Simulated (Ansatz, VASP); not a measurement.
Mg6CoBi: VASP beside Ansatz

INCAR

```
PREC = Accurate ; ENCUT = 520
EDIFF = 1E-7 ; ISMEAR = -1
SIGMA = 0.05 ; LREAL = F
LASPH = T ; NELM = 100
ALGO = Normal ; ISIF = 2
LWAVE = F ; LCHARG = F
ISPIN = 2 ; MAGMOM = 0 2 0 0 0 0 0 0
LORBIT = 11 ; LMAXMIX = 4
GGA = PE ; NBANDS = 32
```

Contents of KPOINTS:

```
Automatic mesh
0
Gamma
  6 5 5
```

POSCAR

```
Mg6CoBi
1.0
    4.7845530321      0.0000000000      0.0000000000
    0.0000000000      3.1072313964      5.4566594507
    0.0000000000     -3.1072313964      5.4566594507
Bi Co Mg
1 1 6
Direct
    0.5000000000      0.6710880000      0.6710880000
    0.0000000000      0.8646570000      0.8646570000
    0.5000000000      0.1697780000      0.1697780000
    0.5000000000      0.6759050000      0.1429530000
    0.5000000000      0.1429530000      0.6759050000
    0.0000000000      0.3324370000      0.3324370000
    0.0000000000      0.8371520000      0.3060300000
    0.0000000000      0.3060300000      0.8371520000
```

Contents of input.yaml:

```yaml
crystal:
  lattice:
    - [4.7845530321, 0.0, 0.0]
    - [0.0, 3.1072313964, 5.4566594507]
    - [0.0, -3.1072313964, 5.4566594507]
  atoms:
    - { symbol: Bi, position: [0.5, 0.671088, 0.671088] }
    - { symbol: Co, position: [0.0, 0.864657, 0.864657], spin: 2.0 }
    - { symbol: Mg, position: [0.5, 0.169778, 0.169778] }
    - { symbol: Mg, position: [0.5, 0.675905, 0.142953] }
    - { symbol: Mg, position: [0.5, 0.142953, 0.675905] }
    - { symbol: Mg, position: [0.0, 0.332437, 0.332437] }
    - { symbol: Mg, position: [0.0, 0.837152, 0.30603] }
    - { symbol: Mg, position: [0.0, 0.30603, 0.837152] }
hamiltonian:
  xc: pbe
  pseudopotentials: { kind: paw }
magnetization:
  spin_polarized: true
kpoints:
  mp_grid: { grid: [6, 5, 5] }
scf:
  occupations: { method: fermi_dirac, width: 0.05 }
output:
  forces: true
  stress: true
  eigenvalues: true
```

Change from the starting cell: volume scaled by 0.96.

Alike in both runs: task single point; functional PBE; k mesh 6 × 5 × 5; occupations fermi-dirac, width 0.05 eV; collinear spin, ferromagnetic start.

```csv
,VASP,Ansatz
version,VASP 6.6.1,Ansatz 0.2.0
potentials or method,"VASP PAW PBE potentials, release 64 (Bi_d, Co, Mg)",Ansatz PAW
plane-wave cutoff (eV),520,420
valence electrons in the cell,36,92
```

|  | VASP | Ansatz | Ansatz less VASP |
| --- | --- | --- | --- |
| gap on the k mesh at the Fermi level (eV) | none | none | - |
| pressure (GPa) | 2.6 | 2.7 | +0.11 |
| largest component of the traceless stress (GPa) | 0.13 | 0.13 | -0.006 |
| rms of the force components (eV/Å) | 0.033 | 0.033 | -0.0002 |
| net moment per atom (μB) | 0.11 | 0.11 | +0.002 |
| size of the moment on the site where the two differ most (μB) | 1.04 | 1.07 | +0.026 |

Site moments also hang on the region over which each program counts them. Atom by atom the forces differ by 0.001 eV/Å (rms over components). A gap of «none» marks a metal or a gap that the smearing closes. With one functional, cell and mesh, what is left measures potentials, basis and numerics. The two sets of potentials don't hold the same shells in valence.

Caveats: spin-orbit coupling is left out, which moves the levels of the heavy elements.
